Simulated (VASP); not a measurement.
Calculation: r2SCAN meta-GGA, VASP's PBE PAW potentials (set 64) (plane waves; VASP).

A VASP calculation is set up with these files.

POSCAR:
```
AlN
2.1837480
  0.0000000000   1.0000000898   1.0000000898
  1.0000000898   0.0000000000   1.0000000898
  1.0000000898   1.0000000898   0.0000000000
Al N
1 1
Cartesian
  0.0000000000   0.0000000000   0.0000000000
  0.5000000449   0.5000000449   0.5000000449
```

**INCAR**
```
SYSTEM=AlN
PREC=Accurate; ENCUT=520; LREAL=F
LASPH=T
EDIFF=1E-7; NELM=100; ALGO=Normal
LMIXTAU=T
ISMEAR=-5
METAGGA=R2SCAN
ISIF=2
LWAVE=F; LCHARG=F; LORBIT=11
NEDOS=601
```

KPOINTS_OPT:
```
k-points along high-symmetry lines
10
Line-mode
Reciprocal
  0.000000   0.000000   0.000000 ! GAMMA
 -0.500000  -0.500000   0.000000 ! X

 -0.500000  -0.500000   0.000000 ! X
 -0.375000  -0.375000   0.250000 ! U

 -0.375000   0.000000   0.375000 ! K
  0.000000   0.000000   0.000000 ! GAMMA

  0.000000   0.000000   0.000000 ! GAMMA
 -0.000000  -0.000000   0.500000 ! L

 -0.000000  -0.000000   0.500000 ! L
 -0.500000  -0.250000   0.250000 ! W

 -0.500000  -0.250000   0.250000 ! W
 -0.500000  -0.500000   0.000000 ! X
```

**KPOINTS**
```
Regular mesh
0
G
12 12 12
```

POTCAR, in this order: Al N (PBE.64 set). Program: vasp_std.

**Question.** Estimate the energy per atom (σ→0), band gap (over mesh and band path).

**Answer.** 
- energy per atom (σ→0) = -9.590 eV/atom
- band gap (over mesh and band path) = 3.94 eV

File OSZICAR:
```
...
DAV:  19    -0.191797225879E+02   -0.26403E-05   -0.44226E-06  1152   0.171E-02    0.184E-03
DAV:  20    -0.191797187418E+02    0.38460E-05   -0.43971E-07  1264   0.664E-03    0.154E-03
DAV:  21    -0.191797196958E+02   -0.95400E-06   -0.32603E-08   616   0.212E-03    0.720E-04
DAV:  22    -0.191797193005E+02    0.39538E-06   -0.81050E-09   600   0.143E-03    0.397E-04
DAV:  23    -0.191797197133E+02   -0.41285E-06   -0.21249E-08   592   0.120E-03    0.108E-04
DAV:  24    -0.191797196808E+02    0.32472E-07   -0.18500E-09   600   0.590E-04
   1 F= -.19179720E+02 E0= -.19179720E+02  d E =0.000000E+00
       N       E                     dE             ncg
```

The structure was generated: AlN was put into the zinc blende type (F-43m), which need not be its known phase. It was relaxed first.
